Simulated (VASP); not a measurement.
Consider the following.

```
AsB
1.0
    0.00000     2.43780     2.43780
    2.43780     0.00000     2.43780
    2.43780     2.43780     0.00000
B As
1 1
Cartesian
  0.00000   0.00000   0.00000
  1.21890   1.21890   1.21890
```

All values below come from PBE GGA, VASP's PBE PAW potentials (set 64) (plane waves; VASP 6.6.1). Settings: 520 eV cut-off, 7×7×7 Γ-centred mesh, Gaussian smearing of 0.050 eV, potentials B As.

Give the stress tensor in GPa (positive for a compressed cell).

```
-4.48   0.00   0.00
 0.00  -4.48   0.00
 0.00   0.00  -4.48
```
The pressure is its mean diagonal, -4.48 GPa.

The compound is BAs in the zinc blende structure. The cell was not relaxed at this level.
